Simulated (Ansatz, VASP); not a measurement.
# Cross-check of SrCoS3 between VASP and Ansatz, part 2 of 2

Aim: how closely do two programs agree when they are given the same cell, functional and k mesh? The two relaxations start from unlike cells of this crystal (the structure described is Ansatz's start), so only their ends are compared.

VASP 6.6.1 and Ansatz 0.2.0.

So far: Starting point; Ansatz: relaxation of cell and atoms, LDA.

The structure was built from a prototype and need not be the compound's stable phase.

## (3) VASP: relaxation of cell and atoms, LDA

Level of this step: LDA, spin-polarised from a ferromagnetic start; plane waves and PAW (Sr_sv, Co, S) (VASP).

Its own start cell and the same functional (in two slightly different forms), mesh and smearing now go to VASP, with its own data sets.

Lines of VASP's logs that name or quote its potential files are left out, and so is its time.

Input file INCAR:

```
SYSTEM = SrCoS3
PREC = Accurate
ENCUT = 600
EDIFF = 1E-07
NELM = 200
ISMEAR = -1
SIGMA = 0.05
LREAL = .FALSE.
ALGO = Normal
GGA = CA
NBANDS = 28
ISPIN = 2
MAGMOM = 0.02 0.88 0.14 0.14 0.14
LASPH = .TRUE.
LMAXMIX = 4
LORBIT = 11
LWAVE = .FALSE.
LCHARG = .FALSE.
ISIF = 3
IBRION = 2
NSW = 80
EDIFFG = -0.005
GGA_COMPAT = .FALSE.
NELMIN = 4
KPAR = 2
```

Input file POSCAR:

```
SrCoS3
1.0
    4.4773453310      0.0000000000      0.0000000000
    0.0000000000      4.4773453310      0.0000000000
    0.0000000000      0.0000000000      4.4773453310
Sr Co S
1 1 3
Direct
    0.0000000000      0.0000000000      0.0000000000
    0.5000000000      0.5000000000      0.5000000000
    0.5000000000      0.0000000000      0.5000000000
    0.0000000000      0.5000000000      0.5000000000
    0.5000000000      0.5000000000      0.0000000000
```

Input file KPOINTS:

```
Automatic mesh
0
Gamma
5 5 5
0 0 0
```

The projector-augmented-wave data sets are Sr_sv, Co and S (LDA family, release 64).

Launch:

```
$ mpirun -np 2 vasp_std
```

Numbers of over 12 decimals in the logs are rounded to 6 here.

Log:

```text
[banner, memory and clock lines left out]
running    2 mpi-ranks, on    1 nodes
 distrk:  each k-point on    1 cores,    2 groups
 distr:  one band on    1 cores,    1 groups

 POSCAR found type information on POSCAR SrCoS
 POSCAR found :  3 types and       5 ions
 LDA part: xc-table for (Slater(with rela. corr.)+CA(PZ))
 , standard interpolation
 POSCAR, INCAR and KPOINTS ok, starting setup
 FFT: planning ... GRIDC
 FFT: planning ... GRID_SOFT
 FFT: planning ... GRID
 WAVECAR not read
 entering main loop
       N       E                     dE             d eps       ncg     rms          rms(c)
DAV:   1     0.275470447349E+03    0.27547E+03   -0.18159E+04  1120   0.143E+03
DAV:   2    -0.263999269630E+01   -0.27811E+03   -0.26318E+03  1164   0.319E+02
DAV:   3    -0.311866201567E+02   -0.28547E+02   -0.27363E+02  1416   0.101E+02
DAV:   4    -0.324892320910E+02   -0.13026E+01   -0.12924E+01  1756   0.205E+01
DAV:   5    -0.325311468336E+02   -0.41915E-01   -0.41856E-01  1540   0.307E+00    0.288E+01
DAV:   6    -0.528424653090E+02   -0.20311E+02   -0.92913E+01  1384   0.138E+02    0.606E+01
DAV:   7    -0.306162410256E+02    0.22226E+02   -0.33094E+01  1352   0.102E+02    0.215E+01
DAV:   8    -0.287894196082E+02    0.18268E+01   -0.18279E+01  1632   0.637E+01    0.144E+01
DAV:   9    -0.283713337267E+02    0.41809E+00   -0.35261E+00  1568   0.267E+01    0.798E+00
DAV:  10    -0.283015247660E+02    0.69809E-01   -0.33227E-01  1612   0.585E+00    0.537E+00
DAV:  11    -0.282052336577E+02    0.96291E-01   -0.70930E-02  1580   0.409E+00    0.339E+00
DAV:  12    -0.281599676381E+02    0.45266E-01   -0.74002E-02  1592   0.420E+00    0.599E-01
DAV:  13    -0.281633935969E+02   -0.34260E-02   -0.17475E-02  1364   0.947E-01    0.700E-01
DAV:  14    -0.281639504615E+02   -0.55686E-03   -0.10428E-03  1652   0.244E-01    0.702E-01
DAV:  15    -0.281629255291E+02    0.10249E-02   -0.11307E-03  1532   0.506E-01    0.234E-01
DAV:  16    -0.281628418886E+02    0.83641E-04   -0.16871E-04  1684   0.103E-01    0.133E-01
DAV:  17    -0.281628196993E+02    0.22189E-04   -0.22248E-05  1684   0.501E-02    0.723E-02
DAV:  18    -0.281628124945E+02    0.72048E-05   -0.85020E-06  1560   0.402E-02    0.197E-02
DAV:  19    -0.281628125204E+02   -0.25885E-07   -0.17208E-06  1360   0.859E-03    0.147E-02
DAV:  20    -0.281628118524E+02    0.66803E-06   -0.42799E-07  1140   0.111E-02    0.471E-03
DAV:  21    -0.281628118012E+02    0.51235E-07   -0.23660E-07   940   0.506E-03
   1 F= -.28162812E+02 E0= -.28132015E+02  d E =-.281628E+02  mag=     1.5442
 curvature:   0.00 expect dE= 0.000E+00 dE for cont linesearch  0.000E+00
 trial: gam= 0.00000 g(F)=  0.000E+00 g(S)=  0.628E-04 ort = 0.000E+00 (trialstep = 0.100E+01)
 search vector abs. value=  0.628E-04
 bond charge predicted
       N       E                     dE             d eps       ncg     rms          rms(c)
DAV:   1    -0.281634970516E+02   -0.68520E-03   -0.83755E-03  1284   0.942E-01    0.340E-01
DAV:   2    -0.281796225359E+02   -0.16125E-01   -0.32448E-02  1416   0.299E+00    0.196E+00
DAV:   3    -0.281628054237E+02    0.16817E-01   -0.23305E-02  1392   0.265E+00    0.645E-02
DAV:   4    -0.281628627123E+02   -0.57289E-04   -0.11968E-03  1368   0.180E-01    0.108E-01
DAV:   5    -0.281628176186E+02    0.45094E-04   -0.85160E-05  1728   0.119E-01    0.297E-02
DAV:   6    -0.281628187771E+02   -0.11585E-05   -0.96360E-06  1728   0.164E-02    0.191E-02
DAV:   7    -0.281628188462E+02   -0.69071E-07   -0.31089E-06  1968   0.106E-02    0.801E-03
DAV:   8    -0.281628188428E+02    0.34079E-08   -0.73905E-07  1652   0.638E-03
   2 F= -.28162819E+02 E0= -.28132044E+02  d E =-.704165E-05  mag=     1.5411
 trial-energy change:   -0.000007  1 .order   -0.000001   -0.000063    0.000060
 step:   0.5790(harm=  0.5102)  dis= 0.00000  next Energy=   -28.162831 (dE=-0.193E-04)
 bond charge predicted
       N       E                     dE             d eps       ncg     rms          rms(c)
DAV:   1    -0.281629470371E+02   -0.12819E-03   -0.14874E-03  1296   0.396E-01    0.142E-01
DAV:   2    -0.281658693484E+02   -0.29223E-02   -0.62181E-03  1416   0.125E+00    0.880E-01
DAV:   3    -0.281628247869E+02    0.30446E-02   -0.44100E-03  1352   0.108E+00    0.260E-02
DAV:   4    -0.281628337424E+02   -0.89555E-05   -0.19673E-04  1316   0.666E-02    0.412E-02
DAV:   5    -0.281628272598E+02    0.64826E-05   -0.12113E-05  1760   0.416E-02    0.134E-02
DAV:   6    -0.281628273313E+02   -0.71457E-07   -0.14228E-06  1720   0.651E-03    0.801E-03
DAV:   7    -0.281628273441E+02   -0.12852E-07   -0.48955E-07  1772   0.433E-03
   3 F= -.28162827E+02 E0= -.28132046E+02  d E =-.155430E-04  mag=     1.5425
 curvature:  -0.25 expect dE=-0.382E-06 dE for cont linesearch -0.382E-06
 trial: gam= 0.00000 g(F)=  0.245E-66 g(S)=  0.153E-05 ort =-0.979E-05 (trialstep = 0.916E+00)
 search vector abs. value=  0.153E-05
 reached required accuracy - stopping structural energy minimisation
```

From OUTCAR (step 3):

```text
ion  position               nearest neighbor table
   1  0.000  0.000  0.000-   3 3.17   4 3.17   5 3.17   3 3.17   4 3.17   4 3.17   5 3.17   4 3.17
                             3 3.17   5 3.17   3 3.17   5 3.17   2 3.88   2 3.88   2 3.88   2 3.88
   2  0.500  0.500  0.500-   3 2.24   4 2.24   5 2.24   5 2.24   3 2.24   4 2.24   1 3.88   1 3.88
                             1 3.88   1 3.88   1 3.88   1 3.88   1 3.88   1 3.88
   3  0.500  0.000  0.500-   2 2.24   2 2.24   1 3.17   1 3.17   1 3.17   1 3.17
   4  0.000  0.500  0.500-   2 2.24   2 2.24   1 3.17   1 3.17   1 3.17   1 3.17
   5  0.500  0.500  0.000-   2 2.24   2 2.24   1 3.17   1 3.17   1 3.17   1 3.17

  LATTYP: Found a simple cubic cell.
 ALAT       =     4.4773453310

 Subroutine GETGRP returns: Found 48 space group operations
 (whereof 48 operations were pure point group operations)

The static configuration has the point symmetry O_h .

 Found     10 irreducible k-points:

   k-points           NKPTS =     10   k-points in BZ     NKDIM =     10   number of bands    NBANDS=     28

   dimension x,y,z NGX =    36 NGY =   36 NGZ =   36
   dimension x,y,z NGXF=    72 NGYF=   72 NGZF=   72

   ENCUT  =  600.0 eV  44.10 Ry    6.64 a.u.   8.94  8.94  8.94*2*pi/ulx,y,z

   NELECT =      37.0000    total number of electrons

 k-points in reciprocal lattice and weights: Automatic mesh
   0.00000000  0.00000000  0.00000000       0.008
   0.20000000  0.00000000  0.00000000       0.048
   0.40000000  0.00000000  0.00000000       0.048
   0.20000000  0.20000000  0.00000000       0.096
   0.40000000  0.20000000  0.00000000       0.192
   0.40000000  0.40000000  0.00000000       0.096
   0.20000000  0.20000000  0.20000000       0.064
   0.40000000  0.20000000  0.20000000       0.192
   0.40000000  0.40000000  0.20000000       0.192
   0.40000000  0.40000000  0.40000000       0.064

 average (electrostatic) potential at core
       1 -34.4470       2 -82.6459       3 -86.1095       4 -86.1095       5 -86.1095

 E-fermi :   5.6238

 spin component 1
 k-point     1 :       0.0000    0.0000    0.0000
  band No.  band energies     occupation
    ...
     17       4.2410      1.00000
     18       4.2410      1.00000
     19       5.4863      0.93994
     20       5.4863      0.93994
     21       5.4863      0.93994
     22       7.8625      0.00000
     23       8.5832      0.00000
     24       8.5832      0.00000
     25       9.7588      0.00000
     26       9.7588      0.00000
    ...

 k-point     2 :       0.2000    0.0000    0.0000
  band No.  band energies     occupation
    ...
     17       4.5282      1.00000
     18       4.5282      1.00000
     19       5.4178      0.98404
     20       5.4178      0.98404
     21       5.5928      0.65065
     22       8.6351      0.00000
     23       9.1411      0.00000
     24       9.5519      0.00000
     25       9.8428      0.00000
     26      10.5142      0.00000
    ...

 k-point     3 :       0.4000    0.0000    0.0000
  band No.  band energies     occupation
    ...
     16       4.2988      1.00000
     17       4.7548      1.00000
     18       4.7548      1.00000
     19       5.3098      0.99813
     20       5.3098      0.99813
     21       5.8604      0.00873
     22      10.0043      0.00000
     23      10.0790      0.00000
     24      10.8738      0.00000
     25      11.1783      0.00000
    ...

 k-point     4 :       0.2000    0.2000    0.0000
  band No.  band energies     occupation
    ...
     16       4.3847      1.00000
     17       4.4214      1.00000
     18       4.7097      1.00000
     19       4.9432      1.00000
     20       5.3367      0.99680
     21       6.4967      0.00000
     22       9.0963      0.00000
     23       9.7144      0.00000
     24       9.8406      0.00000
     25      10.3908      0.00000
    ...

 k-point     5 :       0.4000    0.2000    0.0000
  band No.  band energies     occupation
    ...
     16       4.0584      1.00000
     17       4.8699      1.00000
     18       4.8843      1.00000
     19       5.1733      0.99988
     20       5.2140      0.99972
     21       6.9640      0.00000
     22      10.4875      0.00000
     23      10.6419      0.00000
     24      10.7128      0.00000
     25      11.3121      0.00000
    ...

 k-point     6 :       0.4000    0.4000    0.0000
  band No.  band energies     occupation
    ...
     16       4.6182      1.00000
     17       4.9021      1.00000
     18       5.0150      0.99999
     19       5.0896      0.99998
     20       5.5778      0.71524
     21       8.4466      0.00000
     22      10.4465      0.00000
     23      11.2458      0.00000
     24      11.9403      0.00000
     25      12.0691      0.00000
    ...

  Total        0.0072597      0.0072597      0.0072597     -0.0000000     -0.0000000      0.0000000
  in kB        0.1296908      0.1296908      0.1296908     -0.0000000     -0.0000000      0.0000000
  external PRESSURE =       0.1296908 kB  Pullay stress =       0.0000000 kB

  energy-cutoff  :      600.00
  volume of cell :       89.69
      direct lattice vectors                 reciprocal lattice vectors
     4.476180439  0.000000000 -0.000000000     0.223404756  0.000000000 -0.000000000
    -0.000000000  4.476180439  0.000000000    -0.000000000  0.223404756 -0.000000000
     0.000000000  0.000000000  4.476180439     0.000000000 -0.000000000  0.223404756

 POSITION                                       TOTAL-FORCE (eV/Angst)
 -----------------------------------------------------------------------------------
      0.00000      0.00000      0.00000         0.000000     -0.000000      0.000000
      2.23809      2.23809      2.23809         0.000000      0.000000      0.000000
      2.23809      0.00000      2.23809         0.000000     -0.000000      0.000000
      0.00000      2.23809      2.23809        -0.000000     -0.000000      0.000000
      2.23809      2.23809      0.00000        -0.000000     -0.000000      0.000000
 -----------------------------------------------------------------------------------
    total drift:                                0.000000      0.000000      0.000000

  FREE ENERGIE OF THE ION-ELECTRON SYSTEM (eV)
  ---------------------------------------------------
  free  energy   TOTEN  =       -28.1628273441 eV

  energy  without entropy=      -28.1012641715  energy(sigma->0) =      -28.13204576

 reached required accuracy - stopping structural energy minimisation

 total charge
# of ion       s       p       d       tot
------------------------------------------
    1        2.000   5.755   0.221   7.976
    2        0.426   0.547   7.461   8.434
    3        1.361   2.324   0.000   3.685
    4        1.361   2.324   0.000   3.685
    5        1.361   2.324   0.000   3.685
--------------------------------------------------
tot          6.509  13.275   7.681  27.465

 magnetization (x)
# of ion       s       p       d       tot
------------------------------------------
    1       -0.000   0.004   0.009   0.014
    2        0.003   0.006   0.848   0.857
    3        0.004   0.137   0.000   0.140
    4        0.004   0.137   0.000   0.140
    5        0.004   0.137   0.000   0.140
--------------------------------------------------
tot          0.014   0.420   0.858   1.292

[... 6 further parts left out ...]
```

CONTCAR:

```
SrCoS3
   1.00000000000000
     4.4761804387037945    0.0000000000000000   -0.0000000000000000
    -0.0000000000000000    4.4761804387037945    0.0000000000000000
     0.0000000000000000    0.0000000000000000    4.4761804387037945
  Sr              Co              S
     1     1     3
Direct
     0.0000000000000000    0.0000000000000000    0.0000000000000000
     0.5000000000000000    0.5000000000000000    0.5000000000000000
     0.5000000000000000    0.0000000000000000    0.5000000000000000
     0.0000000000000000    0.5000000000000000    0.5000000000000000
     0.5000000000000000    0.5000000000000000    0.0000000000000000
```

## (4) Side by side

Known differences besides the potentials themselves: VASP starts from the moments at which Ansatz ended; the two LDA forms differ slightly; the data sets hold 45 valence electrons in Ansatz (on its default PAW (the set named soft_2) files) and 37 in VASP; the cutoff is 420 eV in Ansatz and 600 eV in VASP; VASP's log shows a relativistic correction to its local exchange, Ansatz's none; Ansatz adds a Pulay correction to the stress that steers its cell, VASP none; site moments are counted in spheres of each program's own size. Total energies have different zeros and are not compared.

Both answers:

```csv
quantity,Ansatz,VASP,difference
volume (Å³),89.67,89.69,-0.02 %
"edge a after relaxation, in the typed setting (Å)",4.476,4.476,-0.01 %
total moment (μB),1.63,1.54,+0.09
moment on Co2 (μB),0.88,0.86,+0.03
moment on S3 (μB),0.14,0.14,0.00
moment on S4 (μB),0.14,0.14,0.00
moment on S5 (μB),0.14,0.14,0.00
```

## (5) Summary of results

- difference in volume (relaxation of cell and atoms, LDA): -0.020 %

What this shows: The difference in volume is -0.020 % (relaxation of cell and atoms, LDA), within the 1.2 % picked in this series as the mark of a large difference, as far as the stopping tolerances let one tell. The data sets hold unlike numbers of valence electrons (45 in Ansatz and 37 in VASP), so part of the differences comes from the potentials. Such differences can come from data sets, numerical settings and the points named under the comparisons, not from the functional's error against experiment.

[Lines on the potential files, build, host, timing and source positions are cut from VASP's logs without a mark.]

[Logs are printed without paths, hosts, clocks, repeated set-up lines and the standing remarks that a program may print on its own settings, such as how far it seeks lower states.]

[Hosts, paths, dates, database ids (printed as entryN), source tags and the programs' standing remarks are cut or masked in the printed files.]
